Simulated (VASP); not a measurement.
```
CELL_PARAMETERS angstrom
      4.05666     0.00000     0.00000
      0.00000     4.05666     0.00000
      0.00000     0.00000     5.45208
ATOMIC_POSITIONS crystal
  Pb 0.50000 0.00000 0.78147
  Pb 0.00000 0.50000 0.21853
  O  0.50000 0.50000 0.00000
  O  0.00000 0.00000 0.00000
```

These are PBE GGA, VASP's PBE PAW potentials (set 64) (plane waves; VASP 6.6.1) values and carry that method's errors. Run with 600 eV cut-off, 6×6×4 Γ-centred mesh, Gaussian smearing of 0.050 eV, potentials Pb_d O.

Energy and stress use the plane-wave basis of the starting cell. Without a dispersion term in the relaxation, distances and binding between the weakly bound layers, chains or molecules are unreliable, and so is what depends on them.

Question: The ions, cell shape and volume at an external pressure of 10.0 GPa are relaxed. Predict the relaxed structure.

Answer: 
```
CELL_PARAMETERS angstrom
      3.99871     0.00000     0.00000
      0.00000     3.99871     0.00000
      0.00000     0.00000     4.24443
ATOMIC_POSITIONS crystal
  Pb 0.50000 0.00000 0.72568
  Pb 0.00000 0.50000 0.27432
  O  0.50000 0.50000 0.00000
  O  0.00000 0.00000 0.00000
```
Space group P4/nmm (129), at a tolerance of 0.03 Å.

Question: How do energy and volume change from the first to the last step?

Answer: The energy (σ→0) changes by +117.2 meV/atom and the volume by -24.4 %, in 29 ionic steps.

The compound is PbO in the litharge structure. This run relaxes it under an external pressure of 10 GPa. Symmetry was kept, so distortions that lower it aren't found.
